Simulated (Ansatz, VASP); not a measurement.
# Cross-check of SnTe between VASP and Ansatz

One calculation is typed for both programs; each brings its own data sets. How far apart do they land? The cell is taken from a series of runs on this material, whose earlier steps may have relaxed, scaled, displaced or heated it; both programs get it as it stands.

Method: plane waves, with VASP 6.6.1 beside it; zone-centre phonons at PBEsol, in Ansatz 0.2.0.

### 1. Starting point

Symmetry: Fm-3m, No. 225, cubic system. The conventional cell has a = 6.160 Å, b = 6.160 Å, c = 6.160 Å, α = 90.00°, β = 90.00°, γ = 90.00°. Nearest to Sn lie 6 Te at 3.08 Å. Nearest to Te lie 6 Sn at 3.08 Å. Farther neighbours and most contacts between anions are not listed.

### 2. VASP: zone-centre phonons, PBEsol, pair 1

Second derivatives magnify differences that forces hide, and they need a tight electronic threshold.

Lines of VASP's logs that name or quote its potential files are left out, and so is its time.

INCAR

```
SYSTEM = SnTe
PREC = Accurate
ENCUT = 500
EDIFF = 1E-08
NELM = 120
ISMEAR = 0
SIGMA = 0.01
LREAL = .FALSE.
ALGO = Normal
GGA = PS
NBANDS = 16
LORBIT = 11
LWAVE = .FALSE.
LCHARG = .FALSE.
ISIF = 2
IBRION = 8
LASPH = .TRUE.
GGA_COMPAT = .FALSE.
EFERMI = MIDGAP
KPAR = 2
```

POSCAR

```
SnTe
1.0
    0.0000000000      3.0799471006      3.0799471006
    3.0799471006      0.0000000000      3.0799471006
    3.0799471006      3.0799471006      0.0000000000
Sn Te
1 1
Direct
    0.0000000000      0.0000000000      0.0000000000
    0.5000000000      0.5000000000      0.5000000000
```

KPOINTS

```
Automatic mesh
0
Gamma
12 12 12
0 0 0
```

Potentials, in the order of the species: Sn_d and Te (PBE family, release 64).

Launch:

```
$ mpirun -np 2 vasp_std
```

Numbers of over 12 decimals in the logs are rounded to 6 here.

Output:

```text
[banner, memory and clock lines left out]
running    2 mpi-ranks, on    1 nodes
 distrk:  each k-point on    1 cores,    2 groups
 distr:  one band on    1 cores,    1 groups

 POSCAR found type information on POSCAR SnTe
 POSCAR found :  2 types and       2 ions
|                                                                             |
|               ----> ADVICE to this user running VASP <----                  |
|                                                                             |
|     You enforced a specific xc type in the INCAR file but a different       |
|     [... a line on the potential file left out ...]
|     I HOPE YOU KNOW WHAT YOU ARE DOING!                                     |
|                                                                             |

 LDA part: xc-table for (Slater+PW92), standard interpolation
 POSCAR, INCAR and KPOINTS ok, starting setup
 FFT: planning ... GRIDC
 FFT: planning ... GRID_SOFT
 FFT: planning ... GRID
 WAVECAR not read
 entering main loop
       N       E                     dE             d eps       ncg     rms          rms(c)
DAV:   1     0.118847144024E+03    0.11885E+03   -0.95156E+03  2352   0.143E+03
DAV:   2     0.155050367941E+01   -0.11730E+03   -0.11463E+03  2480   0.348E+02
DAV:   3    -0.808298006083E+01   -0.96335E+01   -0.95869E+01  2992   0.864E+01
DAV:   4    -0.833234436815E+01   -0.24936E+00   -0.24932E+00  2744   0.151E+01
DAV:   5    -0.834362872139E+01   -0.11284E-01   -0.11284E-01  3360   0.298E+00    0.560E+00
DAV:   6    -0.830429384892E+01    0.39335E-01   -0.80978E-02  3392   0.251E+00    0.348E+00
DAV:   7    -0.830173277072E+01    0.25611E-02   -0.38048E-02  3016   0.138E+00    0.534E-01
DAV:   8    -0.830086740537E+01    0.86537E-03   -0.66874E-03  2960   0.761E-01    0.157E-01
DAV:   9    -0.830093451727E+01   -0.67112E-04   -0.42083E-04  3056   0.200E-01    0.572E-02
DAV:  10    -0.830092288262E+01    0.11635E-04   -0.48056E-05  3056   0.731E-02    0.261E-02
DAV:  11    -0.830092214551E+01    0.73711E-06   -0.11357E-05  3040   0.338E-02    0.355E-03
DAV:  12    -0.830092216564E+01   -0.20133E-07   -0.90427E-07  3008   0.117E-02    0.300E-03
DAV:  13    -0.830092197097E+01    0.19468E-06   -0.10204E-07  3024   0.312E-03    0.331E-03
DAV:  14    -0.830092207494E+01   -0.10398E-06   -0.12371E-08  2032   0.578E-04    0.318E-04
DAV:  15    -0.830092210075E+01   -0.25806E-07   -0.14390E-09  1584   0.392E-04    0.270E-04
DAV:  16    -0.830092209604E+01    0.47112E-08   -0.68828E-10  1552   0.229E-04
   1 F= -.83009221E+01 E0= -.83009221E+01  d E =-.353035-116
 Linear response reoptimize wavefunctions to high precision
DAV:   1    -0.830092209535E+01    0.69394E-09   -0.14026E-10  1624   0.108E-04
DAV:   2    -0.830092209538E+01   -0.31832E-10   -0.35152E-11  1488   0.552E-05
 Linear response DOF=           2
 Linear response progress:
  Degree of freedom:   1/  2
       N       E                     dE             d eps       ncg     rms          rms(c)
RMM:   1    -0.214780500761E+00   -0.21478E+00    0.34655E-01  6308   0.106E+01
RMM:   2    -0.220174902949E+00   -0.53944E-02   -0.11783E-02  9171   0.872E-01    0.877E-02
RMM:   3    -0.220007444585E+00    0.16746E-03   -0.88501E-04 10023   0.241E-01    0.471E-02
RMM:   4    -0.219724241230E+00    0.28320E-03   -0.85595E-05 10091   0.740E-02    0.849E-03
RMM:   5    -0.219722930786E+00    0.13104E-05   -0.78567E-06 10367   0.223E-02    0.375E-03
RMM:   6    -0.219729376993E+00   -0.64462E-05   -0.14014E-06 10190   0.756E-03    0.114E-03
RMM:   7    -0.219727622961E+00    0.17540E-05   -0.26955E-07 10564   0.298E-03    0.732E-04
RMM:   8    -0.219724364696E+00    0.32583E-05    0.33458E-07 10252   0.127E-03    0.246E-04
RMM:   9    -0.219724078704E+00    0.28599E-06    0.44528E-07 10849   0.592E-04    0.150E-04
RMM:  10    -0.219723690670E+00    0.38803E-06    0.60429E-07 10553   0.298E-04    0.115E-04
RMM:  11    -0.219723885052E+00   -0.19438E-06    0.33508E-07 11124   0.158E-04    0.328E-04
RMM:  12    -0.219723584774E+00    0.30028E-06    0.15767E-07 10257   0.982E-05    0.121E-04
RMM:  13    -0.219723424312E+00    0.16046E-06    0.87819E-08 10566   0.620E-05    0.318E-05
RMM:  14    -0.219723390641E+00    0.33672E-07    0.29296E-08 11194   0.386E-05    0.213E-05
RMM:  15    -0.219723322863E+00    0.67777E-07    0.17473E-08 10131   0.307E-05    0.275E-06
RMM:  16    -0.219723312338E+00    0.10525E-07    0.41599E-09  9883   0.249E-05    0.194E-07
RMM:  17    -0.219723314255E+00   -0.19171E-08    0.17157E-09  6159   0.221E-05    0.875E-07
 first order change of Fermi-energy   0.15854E-03
 force on displaced ion       1 direction 1 :  -0.911   0.000   0.000
 Linear response progress:
  Degree of freedom:   2/  2
       N       E                     dE             d eps       ncg     rms          rms(c)
RMM:   1    -0.464839388016E-01   -0.46484E-01    0.66002E-02 11085   0.909E-01
RMM:   2    -0.468667080512E-01   -0.38277E-03   -0.20539E-03  9763   0.229E-01    0.702E-02
RMM:   3    -0.470417708787E-01   -0.17506E-03   -0.17144E-04  9936   0.675E-02    0.511E-02
RMM:   4    -0.473037092382E-01   -0.26194E-03   -0.24380E-05  9779   0.331E-02    0.642E-03
RMM:   5    -0.473135707172E-01   -0.98615E-05   -0.11667E-06 10108   0.796E-03    0.320E-03
RMM:   6    -0.473137871191E-01   -0.21640E-06   -0.94353E-08  9810   0.232E-03    0.795E-04
RMM:   7    -0.473125693211E-01    0.12178E-05    0.32471E-08 10105   0.551E-04    0.154E-04
RMM:   8    -0.473125054239E-01    0.63897E-07   -0.19193E-07  9843   0.169E-04    0.393E-05
RMM:   9    -0.473124825573E-01    0.22867E-07    0.41129E-07 10575   0.651E-05    0.142E-05
RMM:  10    -0.473125172178E-01   -0.34661E-07    0.37441E-07 11000   0.191E-05    0.398E-06
RMM:  11    -0.473125020848E-01    0.15133E-07    0.30363E-08 10005   0.828E-06    0.935E-07
RMM:  12    -0.473125057106E-01   -0.36257E-08   -0.11257E-08  7902   0.525E-06    0.214E-07
 first order change of Fermi-energy  -0.75249E-04
 force on displaced ion       2 direction 1 :  -0.937   0.000   0.000
 Linear response finished
```

OUTCAR, selected parts (step 2):

```text
ion  position               nearest neighbor table
   1  0.000  0.000  0.000-   2 3.08   2 3.08   2 3.08   2 3.08   2 3.08   2 3.08
   2  0.500  0.500  0.500-   1 3.08   1 3.08   1 3.08   1 3.08   1 3.08   1 3.08

  LATTYP: Found a face centered cubic cell.
 ALAT       =     6.1598942012

 Subroutine GETGRP returns: Found 48 space group operations
 (whereof 48 operations were pure point group operations)

The static configuration has the point symmetry O_h .

 Found     72 irreducible k-points:

   k-points           NKPTS =     72   k-points in BZ     NKDIM =     72   number of bands    NBANDS=     16

   dimension x,y,z NGX =    32 NGY =   32 NGZ =   32
   dimension x,y,z NGXF=    64 NGYF=   64 NGZF=   64

   ENCUT  =  500.0 eV  36.75 Ry    6.06 a.u.   7.94  7.94  7.94*2*pi/ulx,y,z

   NELECT =      20.0000    total number of electrons

 k-points in reciprocal lattice and weights: Automatic mesh
   0.00000000  0.00000000  0.00000000       0.001
   0.08333333  0.00000000  0.00000000       0.005
   0.16666667  0.00000000  0.00000000       0.005
   0.25000000  0.00000000  0.00000000       0.005
   0.33333333  0.00000000  0.00000000       0.005
   0.41666667  0.00000000  0.00000000       0.005
   0.50000000  0.00000000  0.00000000       0.002
   0.08333333  0.08333333  0.00000000       0.003
   0.16666667  0.08333333  0.00000000       0.014
[...]
-0.33333333  0.50000000  0.16666667       0.007
  -0.25000000  0.50000000  0.25000000       0.003

 average (electrostatic) potential at core
       1 -99.5471       2 -86.9981

  Total        1.2372792      1.2372792      1.2372792      0.0000000      0.0000000      0.0000000
  in kB       33.9248969     33.9248969     33.9248969      0.0000000      0.0000000      0.0000000
  external PRESSURE =      33.9248969 kB  Pullay stress =       0.0000000 kB

  energy-cutoff  :      500.00
  volume of cell :       58.43
      direct lattice vectors                 reciprocal lattice vectors
     0.000000000  3.079947101  3.079947101    -0.162340451  0.162340451  0.162340451
     3.079947101  0.000000000  3.079947101     0.162340451 -0.162340451  0.162340451
     3.079947101  3.079947101  0.000000000     0.162340451  0.162340451 -0.162340451

 POSITION                                       TOTAL-FORCE (eV/Angst)
 -----------------------------------------------------------------------------------
      0.00000      0.00000      0.00000        -0.000000     -0.000000     -0.000000
      3.07995      3.07995      3.07995         0.000000      0.000000      0.000000
 -----------------------------------------------------------------------------------
    total drift:                                0.000000     -0.000000     -0.000000

 Eigenvectors and eigenvalues of the dynamical matrix
 ----------------------------------------------------

   1 f  =    1.915577 THz    12.035927 2PiTHz   63.896780 cm-1     7.922187 meV
             X         Y         Z           dx          dy          dz
      0.000000  0.000000  0.000000     0.000000    0.714859    0.000000
      3.079947  3.079947  3.079947     0.000000   -0.699268    0.000000

   2 f  =    1.915577 THz    12.035927 2PiTHz   63.896780 cm-1     7.922187 meV
             X         Y         Z           dx          dy          dz
      0.000000  0.000000  0.000000     0.714859    0.000000    0.000000
      3.079947  3.079947  3.079947    -0.699268    0.000000    0.000000

   3 f  =    1.915577 THz    12.035927 2PiTHz   63.896780 cm-1     7.922187 meV
             X         Y         Z           dx          dy          dz
      0.000000  0.000000  0.000000     0.000000    0.000000    0.714859
      3.079947  3.079947  3.079947     0.000000    0.000000   -0.699268

   4 f/i=    0.013458 THz     0.084561 2PiTHz    0.448919 cm-1     0.055659 meV
             X         Y         Z           dx          dy          dz
      0.000000  0.000000  0.000000    -0.699268    0.000000    0.000000
      3.079947  3.079947  3.079947    -0.714859    0.000000    0.000000

   5 f/i=    0.013458 THz     0.084561 2PiTHz    0.448919 cm-1     0.055659 meV
             X         Y         Z           dx          dy          dz
      0.000000  0.000000  0.000000     0.000000   -0.699268    0.000000
      3.079947  3.079947  3.079947     0.000000   -0.714859    0.000000

   6 f/i=    0.013458 THz     0.084561 2PiTHz    0.448919 cm-1     0.055659 meV
             X         Y         Z           dx          dy          dz
      0.000000  0.000000  0.000000     0.000000    0.000000   -0.699268
      3.079947  3.079947  3.079947     0.000000    0.000000   -0.714859

 ELASTIC MODULI CONTR FROM IONIC RELAXATION (kBar)
 Direction    XX          YY          ZZ          XY          YZ          ZX
 --------------------------------------------------------------------------------
 XX           0.0000      0.0000      0.0000      0.0000      0.0000      0.0000
 YY           0.0000      0.0000      0.0000      0.0000      0.0000      0.0000
 ZZ           0.0000      0.0000      0.0000      0.0000      0.0000      0.0000
 XY           0.0000      0.0000      0.0000      0.0000      0.0000      0.0000
 YZ           0.0000      0.0000      0.0000      0.0000      0.0000      0.0000
 ZX           0.0000      0.0000      0.0000      0.0000      0.0000      0.0000
 --------------------------------------------------------------------------------
```

### 3. Ansatz: zone-centre phonons, PBEsol, pair 1

Ansatz runs on its PAW soft_1 files.

The same cell, functional and mesh now go to Ansatz, which takes its cutoff from its data sets.

input.yaml

```yaml
crystal:
  lattice:
    - [0.0, 3.0799471006, 3.0799471006]
    - [3.0799471006, 0.0, 3.0799471006]
    - [3.0799471006, 3.0799471006, 0.0]
  atoms:
    - { symbol: Sn, position: [0.0, 0.0, 0.0] }
    - { symbol: Te, position: [0.5, 0.5, 0.5] }
kpoints:
  mp_grid: { grid: [12, 12, 12] }
hamiltonian:
  xc: pbesol
  pseudopotentials: { kind: paw, azcp: { folder: soft_1 }, xc_functional: pbe }
scf:
  occupations: { method: fixed }
output:
  eigenvalues: true
phonons:
  method: dfpt
```

Launch:

```
$ ansatz run input.yaml --threads 4 --pin off --max-ram 10240MiB --backend cpu --events-out ev --progress --plain --runs-dir out
```

Output:

```text
Engine: ansatz 0.2.0, x86_64-unknown-linux-gnu
Pseudopotentials: kind: paw
Pseudopotential: Sn, paw, valence charge 14, recommended cutoff 420 eV (normal), soft_1/Sn.paw.azcp
Pseudopotential: Te, paw, valence charge 16, recommended cutoff 420 eV (normal), soft_1/Te.paw.azcp
Functional definition: PBEsol
  exchange = pbesol_x
  correlation = pbesol_c
Crystal: 2 atoms, lattice volume = 58.433 Å³
Basis set: ecut = 420 eV, 1139 PW (Γ), exchange–correlation on 60×60×60 points (8 copies of the dense FFT grid, shifted against one another)
Bands: 19, of which v1, the nominal top of the filled ones, is band 15 counted from 1 (14 counted from 0)
Symmetry: 48 space group operations
k-points: 163 of 1728 (irreducible under 8 space group operations, time reversal used)
Non-local potential: Sn, projectors of the file, l = 0: 2, l = 1: 2, l = 2: 2, l = 3: 1
Non-local potential: Te, projectors of the file, l = 0: 2, l = 1: 2, l = 2: 2, l = 3: 1
PAW form: soft (Blöchl's): semilocal exchange-correlation on the pseudo side does not see the compensation charge
PAW frozen core: Sn, regenerated for the run's functional, and the local potential with it (the file was generated under x = pbe(κ = 0.804, μ = 0.219515), c = pbe(β = 0.066725))
PAW frozen core: Te, regenerated for the run's functional, and the local potential with it (the file was generated under x = pbe(κ = 0.804, μ = 0.219515), c = pbe(β = 0.066725))
PAW one-centre angular grid: Sn, 590 points (default); XC on 64 Gauss nodes
PAW one-centre angular grid: Te, 590 points (default); XC on 64 Gauss nodes
Initial density: superposition of atomic densities (chi_scale 0.1, normalization cell, long waves kept (reshape's long-wave potential 0.00 eV rms))
Initial wavefunctions: pseudopotential atomic-orbital guess
Functional: x = pbesol(κ = 0.804, μ = 0.123457), c = pbesol(β = 0.046)
SCF iter   1: F=—  HF=-12851.972361 eV  |F-HF|=—  |Δ(HF+E_count)|=         —  Δρ=1.11e-2  dr2=6.19e-2  ethr=3.10e-3  ⟨swp⟩=4.9  Hψ=13378  notcnv=0  defer=285
preconditioner: auto → none  [insulator: Δε(μ)=0.331 eV  Ē_g=17.017 eV  n_scr=14 (ndim 8)  ℏωp=21.7 eV  f_vac=0.000  ε∞_Penn≈2.6]
SCF iter   2: F=—  HF=-12851.969141 eV  |F-HF|=—  |Δ(HF+E_count)|=   3.22e-3  Δρ=5.36e-3  dr2=1.33e-2  ethr=2.06e-4  ⟨swp⟩=2.0  Hψ=4728  notcnv=0  defer=315
SCF iter   3: F=—  HF=-12851.970788 eV  |F-HF|=—  |Δ(HF+E_count)|=   1.65e-3  Δρ=7.57e-4  dr2=6.36e-4  ethr=4.42e-5  ⟨swp⟩=3.0  Hψ=5869  notcnv=0  defer=317
SCF iter   4: F=—  HF=-12851.970610 eV  |F-HF|=—  |Δ(HF+E_count)|=   1.79e-4  Δρ=2.12e-4  dr2=4.21e-5  ethr=2.12e-6  ⟨swp⟩=2.8  Hψ=5991  notcnv=0  defer=315
SCF iter   5: F=—  HF=-12851.970599 eV  |F-HF|=—  |Δ(HF+E_count)|=   1.06e-5  Δρ=4.17e-5  dr2=1.19e-6  ethr=1.40e-7  ⟨swp⟩=2.1  Hψ=3823  notcnv=0  defer=287
SCF iter   6: F=—  HF=-12851.970601 eV  |F-HF|=—  |Δ(HF+E_count)|=   1.47e-6  Δρ=1.38e-5  dr2=9.46e-8  ethr=3.97e-9  ⟨swp⟩=2.0  Hψ=5558  notcnv=0  defer=180
SCF iter   7: F=—  HF=-12851.970601 eV  |F-HF|=—  |Δ(HF+E_count)|=   5.00e-8  Δρ=3.09e-6  dr2=5.38e-9  ethr=3.15e-10  ⟨swp⟩=2.0  Hψ=4787  notcnv=0  defer=181
SCF iter   8: F=-12851.970601 eV  HF=-12851.970601 eV  |F-HF|=2.18e-11  |Δ(HF+E_count)|=   3.86e-9  Δρ=2.24e-7  dr2=1.41e-11  ethr=1.00e-12  ⟨swp⟩=9.4  Hψ=25987  notcnv=0
SCF 1 converged in 8 iterations: F = -12851.970601 eV  dr2 = 1.41e-11
  greatest PAW one-centre occupation: 0.998 electrons in one spin orbital (limit 2), on the Te atom at site 1 (counted from 0), in its partial waves of l = 2
DFPT response loops at Γ: preconditioner auto → none (the input reference at scf.mixing.eps_inf says where Resta's filter doesn't serve); β = 0.50; Broyden in place of MSR1
SCF converged after 8 iterations
Free energy (F): -12851.970601 eV
Harris-Foulkes:  -12851.970601 eV  (|F-HF|=2.18e-11)
Internal energy: -12851.970601 eV  (E = F + TS)
E sigma→0 (E₀):  -12851.970601 eV
Fermi energy:    10.528918 eV
--- Per-component energies (eV) ---
  E_band       = -328.702585
  E_kinetic    = 341.249454
  E_local      = -2578.223010  (includes V_loc(G=0)·N_el)
  E_nonlocal   = 215.888075
  E_hartree    = 1297.263389
  E_xc         = -247.325495
  E_vxc        = -183.606160  (∫ρ·V_xc dr)
  E_paw        = -8888.645328  (= ΣΔE_a)
  E_vpaw       = -718.537902  (= ΣTr[D̂ρ^β])
  E_aug_tail   = 0.000371  (compensation charges beyond the density's cutoff)
  E_ewald      = -2992.837708
  E_core_change = 0.659651  (= ΣΔE_core)
  E_smearing   = -0.000000  (= −TS)
  E_closure    = 0.000000  (closes the sum)
  Σ components = -12851.970601   (vs F -12851.970601, Δ=0.00e0)
--- Band table (eV; the first three rows and the last of 163) ---
  k-point 0: bands = [... 11 lower, 6.1907, 8.3022, 8.3022, 8.3022, 14.1025, 14.1025, 14.1025, 15.2416]
  k-point 1: bands = [... 11 lower, 5.7226, 8.3116, 8.3116, 8.6590, 13.7163, 13.7163, 13.7403, 15.1699]
  k-point 2: bands = [... 11 lower, 4.7934, 8.3446, 8.3446, 9.2541, 12.9466, 12.9466, 13.0251, 15.2102]
  k-point 162: bands = [... 11 lower, 2.9931, 5.3376, 5.3376, 9.8181, 11.4501, 15.1927, 15.1927, 17.0047]
--- Phonons (Γ-DFPT): 2 representative perturbations + reference, on 163 of 1728 k-points (Σ response iterations 6) ---
  k mesh reduced under 8 symmetry operations, with k and −k counted as one. Each operation leaves every solved perturbation unchanged. A smaller set is not used because it would not reduce the number of displacements times k-points to solve
  ASR residual: 4.694e-4 → 0.000e0 eV/Å²; symmetrization residual: 3.645e-6 eV/Å²
  ASR residual per site (eV/Å²): 1.56e-4 4.69e-4
  Γ frequencies (cm⁻¹): 0.00 0.00 0.00 62.77 62.77 62.77
  non-analytic LO–TO correction: not included (Born effective charges unavailable; polar crystals: no LO–TO splitting at Γ)
```

### 4. Side by side

Known differences besides the potentials themselves: fixed occupations in Ansatz, narrow Gaussian smearing in VASP; the data sets hold 30 valence electrons in Ansatz (on its PAW soft_1 files) and 20 in VASP; the cutoff is 420 eV in Ansatz and 500 eV in VASP; Ansatz makes its cores anew for this functional, VASP keeps those of its PBE data sets. Total energies have different zeros and are not compared.

Both answers:

```
                  quantity  Ansatz  VASP  difference
optical mode 1 to 3 (cm⁻¹)    62.8  63.9     -1.76 %
```

Modes are paired by rising frequency, not by their patterns, so a pair may set unlike modes beside each other; they are those without the splitting of longitudinal modes.

(Continued in part 2 of 2.)

[Lines on the potential files, build, host, timing and source positions are cut from VASP's logs without a mark.]

[Logs are printed without paths, hosts, clocks, repeated set-up lines and the standing remarks that a program may print on its own settings, such as how far it seeks lower states.]

[Hosts, paths, dates, database ids (printed as entryN), source tags and the programs' standing remarks are cut or masked in the printed files.]
